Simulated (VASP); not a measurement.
Here is a VASP 6.6.1 calculation.

File INCAR:

```
PREC     = Accurate       # precision mode
ENCUT    = 520            # plane-wave cutoff, eV
EDIFF    = 1E-6           # SCF threshold, eV
ISMEAR   = -1             # smearing method
SIGMA    = 0.05           # smearing width, eV
LREAL    = F              # projectors in reciprocal space
LASPH    = T              # aspherical terms in the spheres
NELM     = 100            # most SCF steps
ALGO     = Fast           # electronic algorithm
ISIF     = 2              # what is computed and relaxed
LWAVE    = F              # write WAVECAR
LCHARG   = F              # write CHGCAR
LMAXMIX  = 4              # l up to which the mixer works
GGA      = RP             # functional
NBANDS   = 20             # bands
```

Contents of KPOINTS:

```
Automatic mesh
0
Gamma
  8 8 8
```

POSCAR

```
ZnRe2
1.0
    0.0000000000      2.8955600000      2.8955600000
    2.8955600000      0.0000000000      2.8955600000
    2.8955600000      2.8955600000      0.0000000000
Zn Re
1 2
Direct
    0.0000000000      0.0000000000      0.0000000000
    0.7500000000      0.7500000000      0.7500000000
    0.2500000000      0.2500000000      0.2500000000
```

KPOINTS_OPT

```
path GXWKGLUWLK,UX
20
line-mode
reciprocal
 0.0000000000  0.0000000000  0.0000000000  G
 0.5000000000  0.0000000000  0.5000000000  X

 0.5000000000  0.0000000000  0.5000000000  X
 0.5000000000  0.2500000000  0.7500000000  W

 0.5000000000  0.2500000000  0.7500000000  W
 0.3750000000  0.3750000000  0.7500000000  K

 0.3750000000  0.3750000000  0.7500000000  K
 0.0000000000  0.0000000000  0.0000000000  G

 0.0000000000  0.0000000000  0.0000000000  G
 0.5000000000  0.5000000000  0.5000000000  L

 0.5000000000  0.5000000000  0.5000000000  L
 0.6250000000  0.2500000000  0.6250000000  U

 0.6250000000  0.2500000000  0.6250000000  U
 0.5000000000  0.2500000000  0.7500000000  W

 0.5000000000  0.2500000000  0.7500000000  W
 0.5000000000  0.5000000000  0.5000000000  L

 0.5000000000  0.5000000000  0.5000000000  L
 0.3750000000  0.3750000000  0.7500000000  K

 0.6250000000  0.2500000000  0.6250000000  U
 0.5000000000  0.0000000000  0.5000000000  X
```

Potentials or basis: VASP PAW PBE potentials, release 64 (Zn, Re).

The run is started by

```bash
$ cat potpaw_PBE.64/Zn/POTCAR potpaw_PBE.64/Re/POTCAR > POTCAR
$ mpirun -np 1 vasp_std > vasp.out
```

Q: What does it give for the band gap along the path?

A: None (metal or under the smearing width).

Q: Predict the pressure.

A: 3.8 GPa.

Levels at the corners of the path, in eV from the Fermi level:
```tsv
point	band 9	band 10	band 11	band 12	band 13	band 14	band 15	band 16	band 17	band 18
Γ	-4.29	-3.31	-3.31	1.79	1.79	1.79	3.53	3.53	5.85	7.35
X	-2.67	-2.08	-1.17	-1.17	0.27	0.27	1.33	1.33	1.81	3.38
X	-2.67	-2.08	-1.17	-1.17	0.27	0.27	1.33	1.33	1.81	3.38
W	-2.93	-2.01	-2.01	-0.31	-0.22	-0.22	0.81	1.06	1.10	4.27
W	-2.93	-2.01	-2.01	-0.31	-0.22	-0.22	0.81	1.06	1.10	4.27
K	-2.67	-2.63	-1.80	-0.53	-0.01	0.17	0.46	0.93	1.21	4.35
K	-2.67	-2.63	-1.80	-0.53	-0.01	0.17	0.46	0.93	1.21	4.35
Γ	-4.29	-3.31	-3.31	1.79	1.79	1.79	3.53	3.53	5.85	7.35
Γ	-4.29	-3.31	-3.31	1.79	1.79	1.79	3.53	3.53	5.85	7.35
L	-2.82	-1.50	-1.50	-0.75	-0.75	-0.72	-0.23	-0.23	0.21	8.79
L	-2.82	-1.50	-1.50	-0.75	-0.75	-0.72	-0.23	-0.23	0.21	8.79
U	-2.67	-2.63	-1.80	-0.53	-0.01	0.17	0.46	0.93	1.21	4.35
U	-2.67	-2.63	-1.80	-0.53	-0.01	0.17	0.46	0.93	1.21	4.35
W	-2.93	-2.01	-2.01	-0.31	-0.22	-0.22	0.81	1.06	1.10	4.27
W	-2.93	-2.01	-2.01	-0.31	-0.22	-0.22	0.81	1.06	1.10	4.27
L	-2.82	-1.50	-1.50	-0.75	-0.75	-0.72	-0.23	-0.23	0.21	8.79
L	-2.82	-1.50	-1.50	-0.75	-0.75	-0.72	-0.23	-0.23	0.21	8.79
K	-2.67	-2.63	-1.80	-0.53	-0.01	0.17	0.46	0.93	1.21	4.35
U	-2.67	-2.63	-1.80	-0.53	-0.01	0.17	0.46	0.93	1.21	4.35
X	-2.67	-2.08	-1.17	-1.17	0.27	0.27	1.33	1.33	1.81	3.38
```

Caveat: the PAW data sets were made with another functional, which shifts forces and pressure a little; spin-orbit coupling is left out, which moves the levels of the heavy elements.
